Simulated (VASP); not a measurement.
Consider the following.

```
CELL_PARAMETERS angstrom
      0.00000     2.87945     2.87945
      2.87945     0.00000     2.87945
      2.87945     2.87945     0.00000
ATOMIC_POSITIONS crystal
  Cd 0.00000 0.00000 0.00000
  S  0.25000 0.25000 0.25000
```

Computed with LDA (Ceperley-Alder, Perdew-Zunger), VASP's LDA PAW potentials (set 64) (plane waves; VASP). Settings: 400 eV cut-off, 7×7×7 Γ-centred mesh, Gaussian smearing of 0.050 eV, potentials Cd S.

Task: Estimate the energy per atom (σ→0), band gap (on the k-mesh) with the smallest direct gap where there is one.

Result: 
```yaml
band gap (on the k-mesh): 0.97 eV
smallest direct gap (on the k-mesh): 0.97 eV
energy per atom (σ→0): -357.2 kJ/mol of atoms
```

The structure comes from a computed database's CdS entry (F-43m); how it stands against other phases isn't given here. It was relaxed first, which changed the volume by -6 %. The start is the result of an earlier pass.
